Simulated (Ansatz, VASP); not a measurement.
# Cross-check of SnSeO between VASP and Ansatz, part 2 of 2

Wanted: the spread between two codes on one cell, functional and k mesh. The cell is taken from a series of runs on this material, whose earlier steps may have relaxed, scaled, displaced or heated it; both programs get it as it stands.

VASP 6.6.1 and Ansatz 0.2.0.

So far. Step 4 (Differences): The forces differ by 17 meV/Å r.m.s., which is 23.4 % of the r.m.s. force of 0.072 eV/Å (both taken over all components). With vacuum in the cell, a pressure given here is an average over mostly empty space and none of the material.

### 6. VASP: single point, PBE, spin-orbit coupling

Level of this step: PBE, spin-orbit coupling; plane waves and PAW (Sn_d, O, Se) (VASP).

With cell and atoms fixed, the geometry can't cause a difference; cores, projectors, grids and the points listed under the comparison can.

Contents of INCAR:

```
SYSTEM = SnSeO
PREC = Accurate
ENCUT = 520
EDIFF = 1E-06
NELM = 200
ISMEAR = -1
SIGMA = 0.02
LREAL = .FALSE.
ALGO = Normal
GGA = PE
LNONCOLLINEAR = .TRUE.
MAGMOM = 0 0 0 0 0 0 0 0 0
NBANDS = 38
GGA_COMPAT = .FALSE.
LASPH = .TRUE.
LSORBIT = .TRUE.
LORBIT = 11
LWAVE = .FALSE.
LCHARG = .FALSE.
ISIF = 2
LDIPOL = .TRUE.
IDIPOL = 3
DIPOL = 0.5 0.5 0.505
LVHAR = .TRUE.
EFERMI = MIDGAP
NELMDL = -8
KPAR = 2
```

Contents of POSCAR:

```
SnSeO
1.0
    3.5467377295      0.0000000000      0.0000000000
   -1.7733688647      3.0715649743      0.0000000000
    0.0000000000      0.0000000000     28.4000000000
Sn O Se
1 1 1
Direct
    0.0000000000      0.0000000000      0.5136438075
    0.3333333333      0.6666666667      0.5456845374
    0.6666666667      0.3333333333      0.4543154626
```

Contents of KPOINTS:

```
Automatic mesh
0
Gamma
9 9 1
0 0 0
```

Potentials, in the order of the species: Sn_d, O and Se (PBE family, release 64).

Run with:

```bash
$ mpirun -np 2 vasp_ncl
```

Numbers of over 12 decimals in the logs are rounded to 6 here.

Log:

```text
[... set-up lines as in an earlier step ...]
 entering main loop
       N       E                     dE             d eps       ncg     rms          rms(c)
DAV:   1     0.214991671071E+03    0.21499E+03   -0.10666E+04  1756   0.107E+03
DAV:   2     0.198013123758E+02   -0.19519E+03   -0.18847E+03  1934   0.249E+02
DAV:   3    -0.149698627726E+02   -0.34771E+02   -0.34330E+02  1976   0.123E+02
DAV:   4    -0.161874683564E+02   -0.12176E+01   -0.12095E+01  1860   0.271E+01
[...]
DAV:  26    -0.142851643979E+02   -0.13210E-05   -0.15494E-08  1368   0.811E-04    0.129E-04
DAV:  27    -0.142851659023E+02   -0.15044E-05   -0.27693E-08  1274   0.607E-04    0.135E-04
DAV:  28    -0.142851662510E+02   -0.34861E-06   -0.50765E-09  1338   0.477E-04
   1 F= -.14285166E+02 E0= -.14285138E+02  d E =-.564311E-04  mag=    -0.0000     0.0000     0.0000
```

OUTCAR, selected parts (step 6):

```text
  Total        0.0935432      0.0935432      0.1037271      0.0000000     -0.0000000      0.0000000
  in kB        0.4844127      0.4844127      0.5371500      0.0000000     -0.0000000      0.0000000
  external PRESSURE =       0.5019918 kB  Pullay stress =       0.0000000 kB

 POSITION                                       TOTAL-FORCE (eV/Angst)
 -----------------------------------------------------------------------------------
      0.00000      0.00000     14.58748         0.000000     -0.000000      0.061796
     -0.00000      2.04771     15.49744        -0.000000      0.000000      0.012076
      1.77337      1.02385     12.90256        -0.000000     -0.000000     -0.073872
 -----------------------------------------------------------------------------------
    total drift:                               -0.000000      0.000000     -0.000835

  FREE ENERGIE OF THE ION-ELECTRON SYSTEM (eV)
  ---------------------------------------------------
  free  energy   TOTEN  =       -14.2851662510 eV

  energy  without entropy=      -14.2851098198  energy(sigma->0) =      -14.28513804

 magnetization (x)
# of ion       s       p       d       tot
------------------------------------------
    1        0.000   0.000   0.000   0.000
    2        0.000   0.000   0.000   0.000
    3        0.000   0.000   0.000   0.000
--------------------------------------------------
tot          0.000   0.000   0.000   0.000

 magnetization (y)
# of ion       s       p       d       tot
------------------------------------------
    1        0.000   0.000   0.000   0.000
    2        0.000   0.000   0.000   0.000
    3        0.000   0.000   0.000   0.000
--------------------------------------------------
tot          0.000   0.000   0.000   0.000

 magnetization (z)
# of ion       s       p       d       tot
------------------------------------------
    1        0.000   0.000   0.000   0.000
    2        0.000   0.000   0.000   0.000
    3        0.000   0.000  -0.000  -0.000
--------------------------------------------------
tot          0.000   0.000  -0.000   0.000

[... 1 part as in an earlier step ...]

[... 2 further parts left out ...]
[key lines of the parts left out:]
E-fermi :  -3.3224
```

### 7. Ansatz: single point, PBE, spin-orbit coupling

The same cell, functional, mesh and smearing now go to Ansatz, which takes its cutoff from its data sets.

The cell is taken from a series of runs on this material, whose earlier steps may have relaxed, scaled, displaced or heated it; both programs get it as it stands.

Contents of input.yaml:

```yaml
crystal:
  lattice:
    - [3.5467377295, 0.0, 0.0]
    - [-1.7733688647, 3.0715649743, 0.0]
    - [0.0, 0.0, 28.4]
  atoms:
    - { symbol: Sn, position: [0.0, 0.0, 0.5136438075] }
    - { symbol: O, position: [0.3333333333, 0.6666666667, 0.5456845374] }
    - { symbol: Se, position: [0.6666666667, 0.3333333333, 0.4543154626] }
  periodic: [true, true, false]
kpoints:
  mp_grid: { grid: [9, 9, 1] }
  band_path:
    path:
      - [0, 0, 0]
      - [0.5, 0, 0]
      - [0.3333333333333, 0.3333333333333, 0]
      - [0, 0, 0]
    npoints: 10
hamiltonian:
  xc: pbe
  pseudopotentials: { kind: paw_fr, azcp: { folder: soft_1 } }
scf:
  occupations: { method: fermi_dirac, width: 0.02 }
  n_extra_bands: 10
magnetization:
  noncollinear: true
  spin_orbit: true
output:
  eigenvalues: true
  forces: true
  stress: true
  write_density: true
  write_potential: true
  elf: true
  volumetric_format: npy
```

Run with:

```bash
$ ansatz run input.yaml --threads 4 --pin off --max-ram 17510MiB --backend cpu --events-out ev --progress --plain --runs-dir out
```

Log:

```text
[...]
non-collinear run that drives no moment, with spin-orbit: no starting moment large enough to seed its density (crystal.atoms[].spin), no starting occupations that ask for one, no magnetisation constraint and no magnetic field, so the semilocal B_xc is pinned to zero
Crystal: 3 atoms, lattice volume = 309.391 Å³
[...]
k-point 1: bands = [... 32 lower, -6.4639, -6.3737, -5.6066, -5.5491, -5.1616, -5.0738, -1.3720 (-1.3720°), -1.1756 (-1.1756°), ... 6 higher]
  k-point 2: bands = [... 32 lower, -7.3902, -7.3875, -5.8966, -5.8829, -4.4450, -4.3620, -1.9126, -1.6792, ... 6 higher]
  k-point 11: bands = [... 32 lower, -7.5486, -7.4390, -6.9431, -6.9238, -3.7131, -3.6462, -0.7285, -0.4320, ... 6 higher]
  ° read free of the cell's end (the report's vacuum.weakly_bound_levels)
[key lines of the parts left out:]
SCF converged after 11 iterations
Magnetization: |M| = 0.0000 μB,  M = (+0.0000, +0.0000, +0.0000) μB
Free energy (F): -12062.535167 eV
Fermi energy:    -5.348743 eV
P = ½ c Tr σ = -0.0120 N/m
```

### 8. Differences

What differs besides the data sets and the points named for the pairs above, as far as they apply: spin-orbit coupling enters by fully relativistic files in Ansatz and inside the spheres in VASP; the data sets hold 36 valence electrons in Ansatz (on its PAW fully relativistic soft_1 files) and 26 in VASP. Total energies have different zeros and are not compared.

Compared:

```csv
quantity,Ansatz,VASP,difference
gap on the k mesh (eV),0.179,0.186,-0.007
```

Forces (eV/Å; atoms numbered as in POSCAR):

```csv
atom,"Ansatz x, y, z","VASP x, y, z"
Sn1,"0.000, 0.000, 0.083","0.000, 0.000, 0.062"
O2,"0.000, 0.000, -0.026","0.000, 0.000, 0.012"
Se3,"0.000, 0.000, -0.057","0.000, 0.000, -0.074"
```

The forces differ by 16 meV/Å r.m.s., which is 48.2 % of the r.m.s. force of 0.032 eV/Å (both taken over all components). A gap on the mesh is an upper bound, since the band edges may lie between its points. With vacuum in the cell, a pressure given here is an average over mostly empty space and none of the material.

### 9. Outcome

* r.m.s. force difference (single point, PBE): 17 meV/Å
* r.m.s. force difference (single point, PBE, spin-orbit coupling): 16 meV/Å

The r.m.s. force difference is 17 meV/Å (single point, PBE), beyond the 12 meV/Å picked in this series as the mark of a large difference. The data sets hold unlike numbers of valence electrons (36 in Ansatz and 26 in VASP), so part of the differences comes from the potentials. Single point, PBE, VASP with the data sets Sn_sv_GW, O and Se: r.m.s. force difference goes from 17 to 8.3 meV/Å. What causes the difference of the single point, PBE, spin-orbit coupling pair stays open here. Such differences can come from data sets, numerical settings and the points named under the comparisons, not from the functional's error against experiment.

[Lines on the potential files, build, host, timing and source positions are cut from VASP's logs without a mark.]

[Logs are printed without paths, hosts, clocks, repeated set-up lines and the standing remarks that a program may print on its own settings, such as how far it seeks lower states.]

[Hosts, paths, dates, database ids (printed as entryN), source tags and the programs' standing remarks are cut or masked in the printed files.]
